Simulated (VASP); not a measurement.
```xyz
2
Lattice="0.0000 3.2729 3.2729 3.2729 0.0000 3.2729 3.2729 3.2729 0.0000" Properties=species:S:1:pos:R:3 pbc="T T T"
In     0.0000     0.0000     0.0000
Sb     1.6365     1.6365     1.6365
```

Calculation: revTPSS meta-GGA, VASP's PBE PAW potentials (set 64) (plane waves; VASP 6.6.1). Run with 520 eV cut-off, 11×11×11 Γ-centred mesh, tetrahedra with Blöchl corrections, potentials In_d Sb.

**Question.** Give the energies of bands 7 to 12 at the high-symmetry points, in eV from the Fermi level.

**Answer.** 
| band | Γ | X | U | L | W |
|---|---|---|---|---|---|
| 7 | -0.19 | -5.80 | -5.67 | -5.52 | -5.69 |
| 8 | 0.00 | -2.21 | -3.06 | -0.97 | -2.81 |
| 9 | 0.00 | -2.21 | -1.87 | -0.97 | -2.67 |
| 10 | 0.00 | 1.34 | 1.64 | 0.56 | 3.48 |
| 11 | 3.02 | 1.38 | 3.70 | 3.85 | 3.97 |
| 12 | 3.02 | 8.15 | 6.27 | 3.85 | 4.28 |

It has no gap at this level: it comes out as a metal or semimetal.

The compound is InSb in the zinc blende structure. It was relaxed first.
